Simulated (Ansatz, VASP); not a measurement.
# LaGaO3: VASP beside Ansatz, part 3 of 3

One calculation is typed for both programs; each brings its own data sets. How far apart do they land? The cell is taken from a series of runs on this material, whose earlier steps may have relaxed, scaled, displaced or heated it; both programs get it as it stands.

VASP 6.6.1 and Ansatz 0.2.0.

So far: VASP: relaxation of cell and atoms, PBEsol, pair 1; Ansatz: relaxation of cell and atoms, PBEsol, pair 1; Differences; VASP: relaxation of cell and atoms, PBEsol, pair 2; Ansatz: relaxation of cell and atoms, PBEsol, pair 2; Side by side.

### Step 8. Ansatz: relaxation of cell and atoms, PBEsol, pair 3

Level of this step: Ansatz beside VASP: Kohn-Sham DFT, plane waves, PBEsol (Ansatz).

The relaxed volume is the usual yardstick between codes: in a stiff, nearly cubic crystal its relative difference is about their pressure difference at one cell divided by the bulk modulus.

The cell is taken from a series of runs on this material, whose earlier steps may have relaxed, scaled, displaced or heated it; both programs get it as it stands.

Contents of input.yaml:

```yaml
crystal:
  lattice:
    - [-3.8649841263, 0.0, 0.0]
    - [0.0, -3.8649841263, -3.8649841263]
    - [0.0, -3.8649841263, 3.8649841263]
  atoms:
    - { symbol: La, position: [0.5, 0.0, 0.5] }
    - { symbol: La, position: [0.5, 0.5, 0.0] }
    - { symbol: Ga, position: [0.0, 0.5, 0.5] }
    - { symbol: Ga, position: [0.0, 0.0, 0.0] }
    - { symbol: O, position: [0.0, 0.291397324, 0.208602676] }
    - { symbol: O, position: [0.0, 0.708602676, 0.791397324] }
    - { symbol: O, position: [0.0, 0.208602676, 0.708602676] }
    - { symbol: O, position: [0.0, 0.791397324, 0.291397324] }
    - { symbol: O, position: [0.5, 0.5, 0.5] }
    - { symbol: O, position: [0.5, 0.0, 0.0] }
kpoints:
  mp_grid: { grid: [6, 4, 4] }
hamiltonian:
  xc: pbesol
  pseudopotentials: { kind: paw, azcp: { folder: soft_1 }, xc_functional: pbe }
scf:
  occupations: { method: fixed }
output:
  forces: true
  stress: true
  eigenvalues: true
relax:
  adjacent_minimum: "off"
  f_tol: 0.002
  max_steps: 120
  cell: { stress_tol: 0.03 }
```

Command:

```console
$ ansatz run input.yaml --threads 4 --pin off --max-ram 10240MiB --backend cpu --events-out ev --progress --plain --runs-dir out
```

Numbers of over 12 decimals in the logs are rounded to 6 here.

The log of the run:

```text
[...]
Crystal: 10 atoms, lattice volume = 115.471 Å³
Basis set: ecut = 420 eV, 2273 PW (Γ), exchange–correlation on 54×80×80 points (8 copies of the dense FFT grid, shifted against one another)
Bands: 52, of which v1, the nominal top of the filled ones, is band 42 counted from 1 (41 counted from 0)
Symmetry: 16 space group operations
[...]
k-points: 24 of 96
[...]
atoms:
    - { symbol: La, position: [0.5, 0.0, 0.5] }
    - { symbol: La, position: [0.5, 0.5, 0.0] }
    - { symbol: Ga, position: [0, 0.5, 0.5] }
    - { symbol: Ga, position: [0, 0, 0] }
    - { symbol: O, position: [0, 0.298921, 0.201079] }
    - { symbol: O, position: [0, 0.701079, 0.798921] }
    - { symbol: O, position: [0, 0.201079, 0.701079] }
    - { symbol: O, position: [0, 0.798921, 0.298921] }
    - { symbol: O, position: [0.5, 0.5, 0.5] }
    - { symbol: O, position: [0.5, 0, 0] }
[key lines of the parts left out:]
SCF converged after 6 iterations
Free energy (F): -23186.510911 eV
Fermi energy:    11.394552 eV
P = ⅓ Tr σ = 0.0005 GPa (0.005 kbar)
```

### Step 9. VASP: relaxation of cell and atoms, PBEsol, pair 3

The same cell, functional and mesh now go to VASP, with its own data sets.

Contents of INCAR:

```
SYSTEM = LaGaO3
PREC = Accurate
ENCUT = 600
EDIFF = 1E-07
NELM = 200
ISMEAR = 0
SIGMA = 0.01
LREAL = .FALSE.
ALGO = Normal
GGA = PS
NBANDS = 52
LASPH = .TRUE.
LORBIT = 11
LWAVE = .FALSE.
LCHARG = .FALSE.
ISIF = 3
IBRION = 2
NSW = 80
EDIFFG = -0.005
GGA_COMPAT = .FALSE.
NELMIN = 4
EFERMI = MIDGAP
LMAXMIX = 6
KPAR = 2
```

Contents of POSCAR:

```
LaGaO3
1.0
   -3.8649840000      0.0000000000      0.0000000000
    0.0000000000     -3.8649840000     -3.8649840000
    0.0000000000     -3.8649840000      3.8649840000
La Ga O
2 2 6
Direct
    0.5000000000      0.0000000000      0.5000000000
    0.5000000000      0.5000000000      0.0000000000
    0.0000000000      0.5000000000      0.5000000000
    0.0000000000      0.0000000000      0.0000000000
    0.0000000000      0.2913973253      0.2086026747
    0.0000000000      0.7086026747      0.7913973253
    0.0000000000      0.2086026747      0.7086026747
    0.0000000000      0.7913973253      0.2913973253
    0.5000000000      0.5000000000      0.5000000000
    0.5000000000      0.0000000000      0.0000000000
```

Contents of KPOINTS:

```
Automatic mesh
0
Gamma
6 4 4
0 0 0
```

Potentials, in the order of the species: La, Ga_d and O (PBE family, release 64).

Command:

```console
$ mpirun -np 2 vasp_std
```

The log of the run:

```text
[... set-up lines as in an earlier step ...]
 entering main loop
       N       E                     dE             d eps       ncg     rms          rms(c)
DAV:   1     0.111319164425E+04    0.11132E+04   -0.37869E+04  2856   0.315E+03
DAV:   2     0.311955715831E+03   -0.80124E+03   -0.72422E+03  2624   0.659E+02
DAV:   3     0.137043784315E+02   -0.29825E+03   -0.27525E+03  2968   0.292E+02
DAV:   4    -0.753855122812E+02   -0.89090E+02   -0.83603E+02  4148   0.146E+02
[...]
DAV:  16    -0.760508566876E+02   -0.15702E-06   -0.57800E-06  4424   0.132E-02    0.163E-03
DAV:  17    -0.760508566404E+02    0.47159E-07   -0.13696E-06  3760   0.874E-03    0.132E-03
DAV:  18    -0.760508566452E+02   -0.47658E-08   -0.13250E-07  2136   0.522E-03
   1 F= -.76050857E+02 E0= -.76050857E+02  d E =-.760509E+02
[... from here on, the cycles between the ionic steps are left out ...]
   2 F= -.76064614E+02 E0= -.76064614E+02  d E =-.137575E-01
   5 F= -.76074976E+02 E0= -.76074976E+02  d E =-.962539E-02
   6 F= -.76079814E+02 E0= -.76079814E+02  d E =-.483753E-02
   7 F= -.76087630E+02 E0= -.76087630E+02  d E =-.126536E-01
   8 F= -.76087842E+02 E0= -.76087842E+02  d E =-.128661E-01
   9 F= -.76087330E+02 E0= -.76087330E+02  d E =0.511845E-03
  10 F= -.76088104E+02 E0= -.76088104E+02  d E =-.261304E-03
  11 F= -.76088160E+02 E0= -.76088160E+02  d E =-.559984E-04
  12 F= -.76088173E+02 E0= -.76088173E+02  d E =-.694206E-04
[...]
reached required accuracy - stopping structural energy minimisation
```

From OUTCAR (step 9):

```text
  Total       -0.0184533     -0.0065736     -0.0065736      0.0000000      0.0000000      0.0000000
  in kB       -0.2539372     -0.0904593     -0.0904593      0.0000000      0.0000000      0.0000000
  external PRESSURE =      -0.1449519 kB  Pullay stress =       0.0000000 kB

 POSITION                                       TOTAL-FORCE (eV/Angst)
 -----------------------------------------------------------------------------------
     -1.96797     -5.76874     -1.92291         0.000000     -0.000000     -0.000000
     -1.96797     -1.92291     -1.92291         0.000000     -0.000000      0.000000
      0.00000     -3.84583      0.00000         0.000000     -0.000000      0.000000
     -0.00000     -0.00000      0.00000         0.000000      0.000000      0.000000
      0.00000     -1.92291     -0.38272        -0.000000     -0.000000      0.004551
     -0.00000     -5.76874      0.38272         0.000000     -0.000000     -0.004551
     -0.00000     -3.46311      1.92291         0.000000     -0.004551      0.000000
      0.00000     -4.22854     -1.92291         0.000000      0.004551      0.000000
     -1.96797     -3.84583      0.00000         0.000000     -0.000000     -0.000000
     -1.96797     -0.00000      0.00000         0.000000      0.000000     -0.000000
 -----------------------------------------------------------------------------------
    total drift:                               -0.000000     -0.000000     -0.000000

  FREE ENERGIE OF THE ION-ELECTRON SYSTEM (eV)
  ---------------------------------------------------
  free  energy   TOTEN  =       -76.0881729568 eV

  energy  without entropy=      -76.0881729568  energy(sigma->0) =      -76.08817296

[... 2 parts as in an earlier step ...]

[... 2 further parts left out ...]
[key lines of the parts left out:]
E-fermi :   8.5585
```

### Step 10. Comparison

The two programs side by side:

```tsv
quantity	Ansatz	VASP	difference
volume (Å³)	116.41	116.43	-0.02 %
edge a after relaxation, in the typed setting (Å)	3.933	3.936	-0.07 %
edge b after relaxation, in the typed setting (Å)	5.440	5.439	+0.03 %
```

### Step 11. What came out

- difference in edge c after relaxation, in the typed setting (relaxation of cell and atoms, PBEsol, pair 1): -0.043 %
- difference in volume (relaxation of cell and atoms, PBEsol, pair 2): -0.014 %
- difference in edge a after relaxation, in the typed setting (relaxation of cell and atoms, PBEsol, pair 3): -0.071 %

What this shows: The difference in edge a after relaxation, in the typed setting is -0.071 % (relaxation of cell and atoms, PBEsol, pair 3), within the 1.2 % picked in this series as the mark of a large difference, as far as the stopping tolerances let one tell. 4 further runs of this series are not shown here. How closely two codes agree says nothing of how well the functional describes the real material.

[Lines on the potential files, build, host, timing and source positions are cut from VASP's logs without a mark.]

[Logs are printed without paths, hosts, clocks, repeated set-up lines and the standing remarks that a program may print on its own settings, such as how far it seeks lower states.]

[Hosts, paths, dates, database ids (printed as entryN), source tags and the programs' standing remarks are cut or masked in the printed files.]
